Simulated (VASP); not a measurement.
## Ge: transverse stress against strain

Ge (diamond, Fd-3m, 22.712 Å³/atom at rest, cube axes along x, y and z) under a strain ε along a cube axis (axis z), the other axes held. PBEsol in VASP (plane waves, PAW), 480 eV, 10×10×10 Γ-centred mesh, Methfessel-Paxton smearing 0.10 eV; ions are relaxed within the symmetry of each cell. Stress is positive for a compressed cell.

Here s stands for strain and y for stress xx.

```
strain (%)  stress xx (GPa)
----------  ---------------
-3.00                     ?
-1.50                  0.89
-1.00                  0.64
-0.50                  0.40
0.00                   0.18
0.50                  -0.04
1.00                  -0.26
1.50                  -0.46
```

Taking a straight line for y over the 7 complete rows: Means: s 0, y 0.193. About the means, the sum of products is -3.1450 and the sum of squares of s is 7.0000; the slope is their ratio. Least squares gives y = 0.193 - 0.4493·s. Residuals (row less fit): 0.023, -0.002, -0.018, -0.013, -0.008, -0.004, 0.021; standard error 0.018 (degrees of freedom: 5). The slope gives the elastic constant C12 = 45 ± 0.7 GPa.

Task: Predict the withheld y at s = -3.00 from the fit, and compare with the calculation.

Result: y = 0.193 - 0.4493 × (-3.0) = 1.541 GPa. The calculation gives 1.71 GPa, 0.169 GPa above the prediction (7.8 % of the range of y in the table). The row lies outside the fitted rows, so this is an extrapolation. From the scatter of the fitted rows alone, a prediction at this place has a standard error of 0.027 GPa, so the miss is 6.3 times that.

One order more, fitted to all 13 runs of the series, follows each within 0.01, so the miss is the next term of a smooth law. This level leaves no gap over 0.05 eV at strain -3.00, -1.50, -1.00, -0.50, 0.00, 0.50, 1.00, 1.50, where the mesh may be coarse. Rows are the converged runs of the series near zero and its far end; series whose fitted rows scatter by over a few per cent of the range, as at a crossing or softening among them, aren't shown in this form. Most that stay on the fit to the last digits aren't either.
